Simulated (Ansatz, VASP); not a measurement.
# Cross-check of Si2Mo between VASP and Ansatz

Wanted: the spread between two codes on one cell, functional and k mesh. The cell is taken from a series of VASP runs on this material, whose earlier steps may have relaxed, scaled or displaced it; both programs get it as it stands.

Method: plane waves, with VASP 6.6.1 beside it; relaxation of cell and atoms at PBE, in Ansatz 0.2.0.

## (1) Starting point

Symmetry: I4/mmm, No. 139, tetragonal system. Conventional cell: a = 3.200 Å, b = 3.200 Å, c = 7.861 Å, α = 90.00°, β = 90.00°, γ = 90.00°. Nearest to Mo lie 10 Si at 2.62 Å. Nearest to Si lie 5 Si at 2.61 to 2.63 Å and 5 Mo at 2.62 Å. Farther neighbours are not listed.

Structure file:

```cif
data_structure
_symmetry_space_group_name_H-M 'P 1'
_symmetry_Int_Tables_number 1
_cell_length_a 4.5353
_cell_length_b 4.5353
_cell_length_c 4.5353
_cell_angle_alpha 138.684
_cell_angle_beta 138.684
_cell_angle_gamma 59.857
_cell_volume 40.25
loop_
_atom_site_label
_atom_site_type_symbol
_atom_site_fract_x
_atom_site_fract_y
_atom_site_fract_z
_atom_site_occupancy
Mo1 Mo 0.00000 0.00000 0.00000 1
Si2 Si 0.66700 0.66700 0.00000 1
Si3 Si 0.33300 0.33300 0.00000 1
```

## (2) VASP: relaxation of cell and atoms, PBE

The relaxed volume is the usual yardstick between codes: its relative difference is about their pressure difference at one cell divided by the bulk modulus.

Lines of VASP's logs that name or quote its potential files are left out, and so is its time.

Contents of INCAR:

```
SYSTEM = Si2Mo
PREC = Accurate
ENCUT = 450
EDIFF = 1E-06
NELM = 100
ISMEAR = 1
SIGMA = 0.1
LREAL = .FALSE.
ALGO = Normal
GGA = PE
NBANDS = 17
LORBIT = 11
LWAVE = .FALSE.
LCHARG = .FALSE.
KPAR = 2
IBRION = 2
NSW = 50
ISIF = 3
EDIFFG = -0.01
```

Contents of POSCAR:

```
Si2Mo
1.0
   -1.6000000000      1.6000000000      3.9305000000
    1.6000000000     -1.6000000000      3.9305000000
    1.6000000000      1.6000000000     -3.9305000000
Mo Si
1 2
Direct
    0.0000000000      0.0000000000      0.0000000000
    0.6670000000      0.6670000000      0.0000000000
    0.3330000000      0.3330000000      0.0000000000
```

Contents of KPOINTS:

```
Automatic mesh
0
Gamma
12 12 12
0 0 0
```

Potentials, in the order of the species: Mo_sv and Si (PBE family, release 64).

Started as:

```sh
$ mpirun -np 2 vasp_std
```

Numbers of over 12 decimals in the logs are rounded to 6 here.

Output:

```text
[banner, memory and clock lines left out]
running    2 mpi-ranks, on    1 nodes
 distrk:  each k-point on    1 cores,    2 groups
 distr:  one band on    1 cores,    1 groups

 POSCAR found type information on POSCAR MoSi
 POSCAR found :  2 types and       3 ions
 LDA part: xc-table for (Slater+PW92), standard interpolation
 POSCAR, INCAR and KPOINTS ok, starting setup
 FFT: planning ... GRIDC
 FFT: planning ... GRID_SOFT
 FFT: planning ... GRID
 WAVECAR not read
 entering main loop
       N       E                     dE             d eps       ncg     rms          rms(c)
DAV:   1     0.107591782395E+03    0.10759E+03   -0.10470E+04  5566   0.110E+03
DAV:   2    -0.217481149500E+02   -0.12934E+03   -0.12717E+03  6986   0.290E+02
DAV:   3    -0.241515711746E+02   -0.24035E+01   -0.23864E+01  6844   0.361E+01
DAV:   4    -0.241639090552E+02   -0.12338E-01   -0.12332E-01  6954   0.293E+00
DAV:   5    -0.241639924539E+02   -0.83399E-04   -0.83391E-04  6882   0.233E-01    0.213E+01
DAV:   6    -0.234117842620E+02    0.75221E+00   -0.64893E+00  6023   0.166E+01    0.467E+00
DAV:   7    -0.232863408794E+02    0.12544E+00   -0.97976E-01  5825   0.598E+00    0.443E+00
DAV:   8    -0.232518000825E+02    0.34541E-01   -0.10853E-01  5995   0.250E+00    0.449E-01
DAV:   9    -0.232510808654E+02    0.71922E-03   -0.20570E-03  7008   0.378E-01    0.249E-01
DAV:  10    -0.232510396180E+02    0.41247E-04   -0.58020E-04  6237   0.208E-01    0.553E-02
DAV:  11    -0.232510271530E+02    0.12465E-04   -0.22576E-04  6077   0.113E-01    0.439E-02
DAV:  12    -0.232510222779E+02    0.48750E-05   -0.32263E-05  5889   0.403E-02    0.743E-03
DAV:  13    -0.232510218435E+02    0.43441E-06   -0.69451E-07  3230   0.754E-03
   1 F= -.23251022E+02 E0= -.23251046E+02  d E =-.232510E+02
[...]
2 F= -.23252280E+02 E0= -.23252148E+02  d E =-.125805E-02
[...]
3 F= -.23257351E+02 E0= -.23257305E+02  d E =-.632907E-02
[...]
4 F= -.23259025E+02 E0= -.23258862E+02  d E =-.167386E-02
[...]
5 F= -.23259063E+02 E0= -.23258913E+02  d E =-.171170E-02
 curvature:  -0.46 expect dE=-0.913E-04 dE for cont linesearch -0.148E-08
 trial: gam= 0.05821 g(F)=  0.195E-04 g(S)=  0.178E-03 ort =-0.404E-05 (trialstep = 0.881E+00)
 search vector abs. value=  0.215E-03
 bond charge predicted
       N       E                     dE             d eps       ncg     rms          rms(c)
DAV:   1    -0.232595231379E+02   -0.46026E-03   -0.15221E-02  5944   0.103E+00    0.115E-01
DAV:   2    -0.232592082790E+02    0.31486E-03   -0.11017E-03  6236   0.229E-01    0.575E-02
DAV:   3    -0.232591425303E+02    0.65749E-04   -0.17326E-04  6165   0.862E-02    0.254E-02
DAV:   4    -0.232591256083E+02    0.16922E-04   -0.47886E-05  6637   0.514E-02    0.632E-03
DAV:   5    -0.232591252986E+02    0.30968E-06   -0.26984E-06  5695   0.112E-02
   6 F= -.23259125E+02 E0= -.23258976E+02  d E =-.626870E-04
 trial-energy change:   -0.000063  1 .order   -0.000065   -0.000174    0.000044
 step:   0.7023(harm=  0.7023)  dis= 0.00091  next Energy=   -23.259132 (dE=-0.694E-04)
 reached required accuracy - stopping structural energy minimisation
```

OUTCAR, selected parts (step 2):

```text
ion  position               nearest neighbor table
   1  0.000  0.000  0.000-   2 2.62   3 2.62   2 2.62   3 2.62   2 2.62   3 2.62   3 2.62   2 2.62
                             2 2.62   3 2.62
   2  0.667  0.667  0.000-   3 2.61   3 2.61   3 2.61   3 2.61   1 2.62   1 2.62   1 2.62   1 2.62
                             1 2.62   3 2.63
   3  0.333  0.333  0.000-   2 2.61   2 2.61   2 2.61   2 2.61   1 2.62   1 2.62   1 2.62   1 2.62
                             1 2.62   2 2.63

  LATTYP: Found a body centered tetragonal cell.
 ALAT       =     3.2000000000
 C/A-ratio  =     2.4565625000

 Subroutine GETGRP returns: Found 16 space group operations
 (whereof 16 operations were pure point group operations)

The static configuration has the point symmetry D_4h.

 Found    163 irreducible k-points:

   k-points           NKPTS =    163   k-points in BZ     NKDIM =    163   number of bands    NBANDS=     17

   dimension x,y,z NGX =    32 NGY =   32 NGZ =   32
   dimension x,y,z NGXF=    64 NGYF=   64 NGZF=   64

   ENCUT  =  450.0 eV  33.07 Ry    5.75 a.u.   7.84  7.84  7.84*2*pi/ulx,y,z

   NELECT =      22.0000    total number of electrons

 k-points in reciprocal lattice and weights: Automatic mesh
   0.00000000  0.00000000  0.00000000       0.001
   0.08333333 -0.00000000  0.00000000       0.005
   0.16666667 -0.00000000  0.00000000       0.005
   0.25000000 -0.00000000  0.00000000       0.005
   0.33333333 -0.00000000  0.00000000       0.005
   0.41666667  0.00000000  0.00000000       0.005
   0.50000000 -0.00000000  0.00000000       0.002
   0.08333333  0.08333333  0.00000000       0.005
   0.16666667  0.08333333  0.00000000       0.009
[...]
-0.41666667 -0.41666667  0.41666667       0.001
   0.50000000  0.50000000  0.50000000       0.001

 average (electrostatic) potential at core
       1 -69.3706       2 -77.6771       3 -77.6771

 E-fermi :  12.0529

 k-point     1 :       0.0000    0.0000    0.0000
  band No.  band energies     occupation
    ...
      6       5.7612      2.00000
      7       8.6378      2.00000
      8       9.0763      2.00000
      9       9.4855      2.00000
     10       9.4855      2.00000
     11      12.4278     -0.00000
     12      15.1371      0.00000
     13      15.3116      0.00000
     14      15.5411      0.00000
     15      15.5411      0.00000
    ...

 k-point     2 :       0.0833   -0.0000    0.0000
  band No.  band energies     occupation
    ...
      7       8.2325      2.00000
      8       9.0838      2.00000
      9       9.5686      2.00000
     10       9.6954      2.00000
     11      12.0592      0.89349
     12      14.6372      0.00000
     13      14.9678      0.00000
     14      15.5932      0.00000
     15      15.9154      0.00000
     16      16.4367      0.00000
    ...

 k-point     3 :       0.1667   -0.0000    0.0000
  band No.  band energies     occupation
    ...
      7       7.5569      2.00000
      8       9.0241      2.00000
      9       9.8024      2.00000
     10       9.9157      2.00000
     11      11.3597      2.00000
     12      13.9181     -0.00000
     13      14.3294      0.00000
     14      16.1493      0.00000
     15      16.2809      0.00000
     16      16.8716      0.00000
    ...

  Total        0.0002312      0.0002312     -0.0284016      0.0000000     -0.0000000      0.0000000
  in kB        0.0090902      0.0090902     -1.1166011      0.0000000     -0.0000000      0.0000000
  external PRESSURE =      -0.3661403 kB  Pullay stress =       0.0000000 kB

  energy-cutoff  :      450.00
  volume of cell :       40.75
      direct lattice vectors                 reciprocal lattice vectors
    -1.608413320  1.608413320  3.938216901     0.000000000  0.310865369  0.126961011
     1.608413320 -1.608413320  3.938216901     0.310865369  0.000000000  0.126961011
     1.608413320  1.608413320 -3.938216901     0.310865369  0.310865369  0.000000000

 POSITION                                       TOTAL-FORCE (eV/Angst)
 -----------------------------------------------------------------------------------
      0.00000      0.00000      0.00000        -0.000000     -0.000000     -0.000000
      0.00000      0.00000      5.23740        -0.000000     -0.000000      0.004492
      0.00000      0.00000      2.63903         0.000000      0.000000     -0.004492
 -----------------------------------------------------------------------------------
    total drift:                               -0.000000     -0.000000     -0.000000

  FREE ENERGIE OF THE ION-ELECTRON SYSTEM (eV)
  ---------------------------------------------------
  free  energy   TOTEN  =       -23.2591252986 eV

  energy  without entropy=      -23.2586768410  energy(sigma->0) =      -23.25897581

 reached required accuracy - stopping structural energy minimisation

 total charge
# of ion       s       p       d       tot
------------------------------------------
    1        2.281   6.202   4.161  12.644
    2        0.742   0.869   0.000   1.610
    3        0.742   0.869   0.000   1.610
--------------------------------------------------
tot          3.764   7.940   4.161  15.865

[... 3 further parts left out ...]
```

The run keeps the 16 symmetry operations of its start, so it cannot find a distortion of lower symmetry.

## (3) Ansatz: relaxation of cell and atoms, PBE

Ansatz runs on its default PAW (the set named soft_2) files.

The same cell, functional, mesh and smearing now go to Ansatz, which takes its cutoff from its data sets.

Contents of input.yaml:

```yaml
crystal:
  lattice:
    - [-1.6, 1.6, 3.9305]
    - [1.6, -1.6, 3.9305]
    - [1.6, 1.6, -3.9305]
  atoms:
    - { symbol: Mo, position: [0.0, 0.0, 0.0] }
    - { symbol: Si, position: [0.667, 0.667, 0.0] }
    - { symbol: Si, position: [0.333, 0.333, 0.0] }
hamiltonian:
  xc: pbe
  pseudopotentials: { kind: paw }
kpoints:
  mp_grid: { grid: [12, 12, 12] }
scf:
  occupations: { method: methfessel_paxton, width: 0.1 }
relax:
  f_tol: 0.01
  max_steps: 60
  cell: { stress_tol: 0.05 }
output:
  forces: true
  stress: true
```

Started as:

```sh
$ ansatz run input.yaml --threads 4 --pin off --max-ram 9216MiB --backend cpu --events-out ev --progress --plain --runs-dir out
```

Output:

```text
basis.fft_grid_basis auto: the FFT boxes are laid along the combinations [[1, 0, 1], [0, 1, 1], [0, 0, 1]] of the cell's own vectors, 3.200, 3.200 and 4.535 Å long. The dense box has 24×24×32 points. Along the cell's own vectors, as sized, it would have 32×32×32, 1.78 times as many. Of the 16 symmetry operations that the crystal satisfies within crystal.symmetry.tolerance (time reversal apart; of a slab, those that k [...]
Engine: ansatz 0.2.0, x86_64-unknown-linux-gnu
Pseudopotentials: kind: paw
Pseudopotential: Mo, paw, valence charge 14, recommended cutoff 420 eV (normal), Mo.paw.azcp
Pseudopotential: Si, paw, valence charge 4, recommended cutoff 420 eV (normal), Si.paw.azcp
Functional definition: PBE
  parameter kappa = 0.804
  parameter beta = 0.066725
  exchange = pbe_x(kappa = kappa, mu = beta*pi^2/3)
  correlation = pbe_c(beta = beta)
Crystal: 3 atoms, lattice volume = 40.248 Å³
Basis set: ecut = 420 eV, 769 PW (Γ), FFT grids on a1+a3, a2+a3, a3, exchange–correlation on 48×48×64 points (8 copies of the dense FFT grid, shifted against one another)
Bands: 15, of which v1, the nominal top of the filled ones, is band 11 counted from 1 (10 counted from 0)
Symmetry: 16 space group operations
Space group: I4/mmm (ITA 139), of the structure as read, at distance tolerance 3.4e-5 Å
k-points: 163 of 1728
Non-local potential: Mo, projectors of the file, l = 0: 3, l = 1: 2, l = 2: 2, l = 3: 1
Non-local potential: Si, projectors of the file, l = 0: 2, l = 1: 2, l = 2: 2
PAW form: soft (Blöchl's): semilocal exchange-correlation on the pseudo side does not see the compensation charge
PAW one-centre angular grid: Mo, 590 points (default); XC on 64 Gauss nodes
PAW one-centre angular grid: Si, 110 points (default); XC on 64 Gauss nodes
Initial density: superposition of atomic densities (neutral atoms: chi_scale 0, normalization atom), corrected by the library's trained network
Initial wavefunctions: pseudopotential atomic-orbital guess
Functional: x = pbe(κ = 0.804, μ = 0.219515), c = pbe(β = 0.066725)
SCF iter   1: F=—  HF=-6229.118268 eV  |F-HF|=—  |Δ(HF+E_count)|=         —  Δρ=4.85e-3  dr2=8.87e-3  ethr=1.77e-3  ⟨swp⟩=5.0  Hψ=13875  notcnv=0
preconditioner: auto → none  [insulator: Δε(μ)=0.132 eV  Ē_g=7.722 eV  σ=0.100 eV  W_gap=0.80  n_scr=10 (ndim 8)  ℏωp=21.9 eV  f_vac=0.000  D(μ)=0.28/eV (n_scr^D=0)  ε∞_Penn≈9.0]
SCF iter   2: F=—  HF=-6229.116309 eV  |F-HF|=—  |Δ(HF+E_count)|=   1.96e-3  S|Δr|=    0.00e0  Δρ=1.87e-3  dr2=4.78e-4  ethr=4.03e-5  ⟨swp⟩=2.1  Hψ=5103  notcnv=0
SCF iter   3: F=—  HF=-6229.116419 eV  |F-HF|=—  |Δ(HF+E_count)|=   1.10e-4  S|Δr|=    0.00e0  Δρ=7.18e-4  dr2=5.65e-5  ethr=2.17e-6  ⟨swp⟩=2.0  Hψ=3296  notcnv=0
SCF iter   4: F=—  HF=-6229.116444 eV  |F-HF|=—  |Δ(HF+E_count)|=   2.56e-5  S|Δr|=    0.00e0  Δρ=1.05e-4  dr2=1.08e-6  ethr=2.57e-7  ⟨swp⟩=2.0  Hψ=3834  notcnv=0
SCF iter   5: F=-6229.116445 eV  HF=-6229.116445 eV  |F-HF|=1.01e-8  |Δ(HF+E_count)|=   1.05e-6  S|Δr|=    0.00e0  Δρ=7.81e-6  dr2=1.93e-8  ethr=4.55e-10  ⟨swp⟩=4.0  Hψ=8486  notcnv=0
SCF 1 converged in 5 iterations: F = -6229.116445 eV  dr2 = 1.93e-8
  greatest PAW one-centre occupation: 0.998 electrons in one spin orbital (limit 2), on the Mo atom at site 0 (counted from 0), in its partial waves of l = 0
relax step   1: F+E_penalty+E_count = -6229.11644545 eV  Δ(F+E_penalty+E_count) = +0.000e0 eV  max|allowed force component| = 2.768e-1 eV/Å  Δτ_max = 0.0000 Å  P = +2.231 GPa  Ω = 40.248 Å³  (5 SCF iters, dr2 threshold 1.00e-7 eV, accepted)
[...]
relax step   2: F+E_penalty+E_count = -6229.12369052 eV  Δ(F+E_penalty+E_count) = -7.245e-3 eV  max|allowed force component| = 7.993e-2 eV/Å  Δτ_max = 0.0119 Å  P = -0.409 GPa  Ω = 40.810 Å³  energy of the carried Pulay correction = -1.365e-4 eV  (5 SCF iters, dr2 threshold 3.00e-7 eV, accepted)
[...]
relax step   3: F+E_penalty+E_count = -6229.12435639 eV  Δ(F+E_penalty+E_count) = -6.659e-4 eV  max|allowed force component| = 1.910e-2 eV/Å  Δτ_max = 0.0033 Å  P = -0.112 GPa  Ω = 40.753 Å³  energy of the carried Pulay correction = -1.227e-4 eV  (4 SCF iters, dr2 threshold 3.00e-7 eV, accepted)
[...]
relax step   4: F+E_penalty+E_count = -6229.12438755 eV  Δ(F+E_penalty+E_count) = -3.116e-5 eV  max|allowed force component| = 9.521e-7 eV/Å  Δτ_max = 0.0010 Å  P = +0.004 GPa  Ω = 40.733 Å³  energy of the carried Pulay correction = -1.179e-4 eV  (4 SCF iters, dr2 threshold 4.02e-8 eV, accepted)
[...]
relax step   5: F+E_penalty+E_count = -6229.12451019 eV  Δ(F+E_penalty+E_count) = -1.226e-4 eV  max|allowed force component| = 1.012e-5 eV/Å  Δτ_max = 0.0000 Å  P = +0.008 GPa  Ω = 40.733 Å³  stress off target by 9.43e-3 GPa  SCF on the basis re-selected at this cell (its energy is not comparable with the rows above)  (4 SCF iters)
basis re-selected at this cell: Δ(F+E_penalty+E_count) = -1.226e-4 eV, ΔP = +0.003 GPa vs the last step (what re-selecting the basis moved, of the pressure what is left beyond the Pulay correction that the steps carried, after the strain that the cell walked since its last selection, with what the two solves' SCF thresholds leave and, on support functions, any second-order correction that the steps lacked; it is no m [...]
SCF converged after 4 iterations
Stability not checked: this state was not tested for a lower state beside it, because cold or Methfessel-Paxton smearing, or corrected tetrahedra, fill the levels in a way that the test cannot read (fill_not_monotonic; see scf.lower_state_search)
Free energy (F): -6229.124510 eV
Harris-Foulkes:  -6229.124510 eV  (|F-HF|=8.19e-12)
Internal energy: -6229.124037 eV  (E = F + TS)
E sigma→0 (E₀):  -6229.124392 eV
Entropy (-TS):   -0.000473 eV (-0.158 meV/atom)
Fermi energy:    15.728861 eV
--- Per-component energies (eV) ---
  E_band       = -51.122872
  E_kinetic    = 530.210921
  E_local      = -1157.966322  (includes V_loc(G=0)·N_el)
  E_nonlocal   = 192.520029
  E_hartree    = 430.640592
  E_xc         = -298.079333
  E_vxc        = -328.300038  (∫ρ·V_xc dr)
  E_paw        = -4226.711005  (= ΣΔE_a)
  E_vpaw       = -148.868631  (= ΣTr[D̂ρ^β])
  E_aug_tail   = 0.000040  (compensation charges beyond the density's cutoff)
  E_ewald      = -1699.738960
  E_smearing   = -0.000473  (= −TS)
  E_closure    = -0.000000  (closes the sum)
  Σ components = -6229.124510   (vs F -6229.124510, Δ=0.00e0)
--- Forces (eV/Å), atoms counted from 1 ---
  atom   1  Mo    -0.00000000     0.00000000    -0.00000000
  atom   2  Si    -0.00000000     0.00000000    -0.00001012
  atom   3  Si     0.00000000     0.00000000     0.00001012
  max |Σ_I F_I| component: 3.47e-17 eV/Å
--- Stress (GPa, compression-positive) ---
        0.009434       0.000000       0.000000
        0.000000       0.009434       0.000000
        0.000000       0.000000       0.003639
  P = ⅓ Tr σ = 0.0075 GPa (0.075 kbar)
--- Relaxed structure (4 steps of the walk, 4 accepted, 1 SCFs on fresh bases) ---
  F+E_penalty+E_count = -6229.12451019 eV   max|allowed force component| = 1.012e-5 eV/Å   (the final SCF, on the basis selected at the relaxed cell)
  cell:  # Å, volume = 40.7333 Å³
    - [-1.608279, 1.608279, 3.937008]
    - [1.608279, -1.608279, 3.937008]
    - [1.608279, 1.608279, -3.937008]
  atoms:
    - { symbol: Mo, position: [3.585963170668252e-19, 3.585963170668241e-19, 0] }
    - { symbol: Si, position: [0.664943, 0.664943, 0] }
    - { symbol: Si, position: [0.335057, 0.335057, 0] }
```

The job ended after 3.8 s (4 threads of AMD EPYC 9R14 (Zen 4), shared host; peak memory 0.48 GiB; 13 s of CPU time).

## (4) Differences

Known differences besides the potentials themselves: both relaxations stop at a tolerance, which leaves soft axes loose, and VASP keeps its plane-wave basis; the cutoff is 420 eV in Ansatz and 450 eV in VASP; VASP leaves aspherical gradient terms in its spheres out (LASPH is not set), Ansatz keeps them; Ansatz adds a Pulay correction to the stress that steers its cell, VASP none. Total energies have different zeros and are not compared.

Both answers:

```tsv
quantity	Ansatz	VASP	difference
volume (Å³)	40.73	40.75	-0.05 %
edge a after relaxation, in the typed setting (Å)	4.547	4.548	-0.02 %
```

The walks stopped with 0.01 GPa left in Ansatz and -0.04 GPa in VASP; each walk ends within a tolerance, so the volume difference is uncertain by about these residues over the bulk modulus, most in soft cells.

## (5) Outcome

| Item | Value |
| --- | --- |
| difference in volume (relaxation of cell and atoms, PBE) | -0.047 % |

What this shows: The difference in volume is -0.047 % (relaxation of cell and atoms, PBE), within the 1.2 % picked in this series as the mark of a large difference, as far as the stopping tolerances let one tell. How closely two codes agree says nothing of how well the functional describes the real material.

[Lines on the potential files, build, host, timing and source positions are cut from VASP's logs without a mark.]

[Logs are printed without paths, hosts, clocks, repeated set-up lines and the standing remarks that a program may print on its own settings, such as how far it seeks lower states.]

[Hosts, paths, dates, database ids (printed as entryN), source tags and the programs' standing remarks are cut or masked in the printed files.]
